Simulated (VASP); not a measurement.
Level of theory: vdW-DF2, VASP's PBE PAW potentials (set 64) (plane waves; VASP).

A VASP calculation is set up with these files.

### INCAR
```
SYSTEM = C
PREC = Accurate; ENCUT = 520; LREAL = .FALSE.
LASPH = .TRUE.
EDIFF = 1E-6; NELM = 100; ALGO = Normal
ISMEAR = 0; SIGMA = 0.05
GGA = ML; LUSE_VDW = .TRUE.; AGGAC = 0.0
ZAB_VDW = -1.8867
IBRION = 2; NSW = 60; ISIF = 3
EDIFFG = -0.02
LWAVE = .FALSE.; LCHARG = .FALSE.
```

File POSCAR:
```
C
1
    1.2307166181    -2.1316632181     0.0000000000
    1.2307166181     2.1316632181     0.0000000000
    0.0000000000    -0.0000000000     7.1929605768
C
4
Direct
  0.0000000000   0.0000000000   0.2500000000
  0.0000000000   0.0000000000   0.7500000000
  0.3333330000   0.6666670000   0.2500000000
  0.6666670000   0.3333330000   0.7500000000
```

KPOINTS:
```
Regular mesh
0
Gamma
  9 9 3
0 0 0
```

POTCAR, in this order: C (PBE.64 set). Program: vasp_std.

**Question.** What will the output report for the number of irreducible k-points (NKPTS), largest plane-wave count, number of space-group operations, FFT grid (NGX, NGY, NGZ)?

**Answer.** 
```json
{
 "number of irreducible k-points (NKPTS)": "24",
 "largest_plane_wave_count": "1038",
 "number_of_space_group_operations": "24",
 "FFT grid (NGX, NGY, NGZ)": "18 × 18 × 54"
}
```

The compound is C in the graphite structure. This run relaxes it. Symmetry was kept, so distortions that lower it aren't found. The k-mesh is coarse (spacing up to 0.33 per Å, 2π included), so the numbers may not be converged in it. The start is the result of an earlier pass.
